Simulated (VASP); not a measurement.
BaHfO$_{3}$ (cubic perovskite): the band gap from VASP (plane waves, PAW) at several levels of theory. Gaps are without spin-orbit coupling. Each level names its cell: its own relaxed one, PBE's, or the starting one. A gap is the smallest over the k-mesh and a band path; hybrids may have named points in place of the path, and GW has the mesh alone.

```csv
level,band gap (eV)
LDA (own cell),3.47
PBE (own cell),3.54
PBEsol (own cell),3.50
revPBE (own cell),3.55
PW91 (own cell),3.54
PBE-D3 (zero damping) (own cell),3.57
optB86b-vdW (own cell),3.58
vdW-DF2 (own cell),3.59
vdW-DF-cx (own cell),3.57
TPSS (own cell),3.64
MS2 (own cell),3.77
SCAN (own cell),4.07
r2SCAN (own cell),4.12
HSE06 (PBE cell),5.03
```

The cell of the LDA (own cell) run:

BaHfO3 has the cubic space group Pm-3m (No. 221), the cubic perovskite structure, Pearson symbol cP5. Cell: a = 4.1230 Å, b = 4.1230 Å, c = 4.1230 Å, α = 90.00°, β = 90.00°, γ = 90.00°. Ba on 1a sees 12 O at 2.915 Å (cuboctahedral). Hf on 1b has 6 O at 2.062 Å (octahedral). O on 3c is surrounded by 2 Hf at 2.062 Å and 4 Ba at 2.915 Å (octahedral). (Neighbours: up to the widest gap in distance over summed covalent radii, below 1.35, at either atom; cation-cation and far metal-metal contacts left out.)

Only levels that ran to the end are used. Left out are those held back, those with too coarse a band path, GW runs whose mesh misses a band edge, hybrids' fits of cells that aren't cubic and levels without matching references; a question may draw on a part of the rest.

The compound is BaHfO3 in the cubic perovskite structure.
